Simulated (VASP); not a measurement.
All values below come from PBEsol GGA, VASP's PBE PAW potentials (set 64) (plane waves; VASP).

Input for VASP

### INCAR
```
SYSTEM = Sr(210) slab
PREC = Normal; ENCUT = 400; LREAL = .FALSE.
LASPH = .TRUE.
EDIFF = 1E-6; NELM = 100; NELMIN = 4
ALGO = Normal; LMAXMIX = 4
ISMEAR = 1; SIGMA = 0.1
GGA = PS
LWAVE = .FALSE.; LCHARG = .FALSE.; LORBIT = 11
LVHAR = .TRUE.
DIPOL = 0.5 0.5 0.5
LDIPOL = .TRUE.; IDIPOL = 3
```

### POSCAR
```
Sr(210) slab
1
    7.2401965853     0.0000000000     0.0000000000
    4.8267973994     5.3965235374     0.0000000000
    0.0000000000     0.0000000000    25.1595127137
Sr
8
Direct
  0.4472921585   0.4472921585   0.3156834701
  0.7489996628   0.7489996628   0.3707141130
  0.0504160442   0.0504160442   0.4201015539
  0.3519078303   0.3519078303   0.4725174841
  0.6480921697   0.6480921697   0.5274825159
  0.9495839558   0.9495839558   0.5798984461
  0.2510003372   0.2510003372   0.6292858870
  0.5527078415   0.5527078415   0.6843165299
```

### KPOINTS
```
Automatic
0
G
  5 5 1
0 0 0
```

POTCAR, in this order: Sr_sv (PBE.64 set). Program: vasp_std. Read from the step before: WAVECAR.

Task: What will the output report for the number of irreducible k-points (NKPTS), largest plane-wave count, number of space-group operations, FFT grid (NGX, NGY, NGZ)?

Result: 
```json
{
  "number of irreducible k-points (NKPTS)": "9",
  "largest_plane_wave_count": "17904",
  "number_of_space_group_operations": "4",
  "FFT grid (NGX, NGY, NGZ)": "36 × 36 × 126"
}
```

The cell is a thin slab with vacuum, built from Sr (fcc): (210) face.
